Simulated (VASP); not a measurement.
```yaml
crystal:
  lattice:
    - [3.42095, 0.00000, 0.00000]
    - [-1.71048, 2.96263, 0.00000]
    - [0.00000, 0.00000, 5.59991]
  atoms:
    - { symbol: Sn, position: [0.33333, 0.66667, 0.99989] }
    - { symbol: Sn, position: [0.66667, 0.33333, 0.49989] }
    - { symbol: C, position: [0.33333, 0.66667, 0.37511] }
    - { symbol: C, position: [0.66667, 0.33333, 0.87511] }
```

Calculation: PBEsol GGA, VASP's PBE PAW potentials (set 64) (plane waves; VASP). Settings: 620 eV cut-off, 8×8×4 Γ-centred mesh, Gaussian smearing of 0.050 eV, potentials Sn_d C.

Problem. Predict the energy per atom (σ→0), pressure.

Solution. 
| Item | Value |
|---|---|
| energy per atom (σ→0) | -6083 meV/atom |
| pressure | 19.93 GPa |

The absolute energy has meaning only against runs of the same code, potentials and settings.

The structure was generated: SnC was put into the wurtzite type (P6_3mc), which need not be its known phase. It was relaxed first under an external pressure of 20 GPa.
